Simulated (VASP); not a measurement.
A convergence study with VASP on CeO (space group I4mm): one setting is varied, all else stays as given below, so the limit is that of these other settings. The cell's lengths are 1 % over those of the tabulated start and one atom is moved, so it is off equilibrium.

```
CeO
1.0
    0.00000     2.50797     2.50797
    2.50797     0.00000     2.50797
    2.50797     2.50797     0.00000
Ce O
1 1
Direct
  0.00000   0.00000   0.00000
  0.48792   0.51208   0.51208
```

Method: PBEsol GGA, VASP's PBE PAW potentials (set 64) (plane waves; VASP). The tightest run used: 1000 eV cut-off, 14×14×14 Γ-centred mesh, first-order Methfessel-Paxton smearing of 0.10 eV, potentials Ce O.

Problem. The settings run are ENCUT = 250; ENCUT = 350; ENCUT = 450; ENCUT = 550; ENCUT = 650; ENCUT = 700; ENCUT = 750; ENCUT = 800; ENCUT = 850; ENCUT = 1000. From which on does the stress (every component) stay within 0.5 GPa of the tightest run?

Solution. From ENCUT = 550 on: it is off by 0.10 there and by no more than 0.5 in any finer run, while ENCUT = 450 is off by 1.19.
```csv
setting,E (eV/atom),pressure (GPa),largest force (eV/Å),plane waves,difference judged (GPa)
ENCUT = 250,-8.9860,-62.63,0.362,296,54.14
ENCUT = 350,-8.8503,-18.33,0.360,489,9.75
ENCUT = 450,-8.8272,-9.79,0.352,701,1.19
ENCUT = 550,-8.8255,-8.70,0.352,941,0.10
ENCUT = 650,-8.8268,-8.75,0.351,1243,0.15
ENCUT = 700,-8.8271,-8.77,0.351,1363,0.17
ENCUT = 750,-8.8263,-8.73,0.351,1486,0.13
ENCUT = 800,-8.8256,-8.66,0.351,1639,0.06
ENCUT = 850,-8.8249,-8.62,0.351,1808,0.02
ENCUT = 1000,-8.8244,-8.60,0.351,2282,0.00
```

Left out are rungs that failed or repeat a setting and relaxations that didn't move; long series are thinned to 24 rows.

The structure comes from a computed database's CeO entry (space group no. 225); how it stands against other phases isn't given here. The cell was not relaxed at this level, it is distorted from the ideal structure. The run is not spin-polarised, so no magnetic state was tried.
